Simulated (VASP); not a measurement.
```yaml
crystal:
  lattice:
    - [0.00000, 2.83654, 2.83654]
    - [2.83654, 0.00000, 2.83654]
    - [2.83654, 2.83654, 0.00000]
  atoms:
    - { symbol: Ag, position: [0.00000, 0.00000, 0.00000] }
    - { symbol: Br, position: [0.50000, 0.50000, 0.50000] }
```

The numbers are results of PBEsol GGA, VASP's PBE PAW potentials (set 64) (plane waves; VASP 6.6.1), not measurements. Run with 520 eV cut-off, 7×7×7 Γ-centred mesh, Gaussian smearing of 0.050 eV, potentials Ag Br.

Task: Estimate the energy per atom (σ→0).

Result: 
```json
{
  "energy per atom (σ→0)": "-274.9 kJ/mol of atoms"
}
```

Only differences to runs with the same potentials and settings are physical.

The compound is AgBr in the rock salt structure. It was relaxed first. The start is the result of an earlier pass.
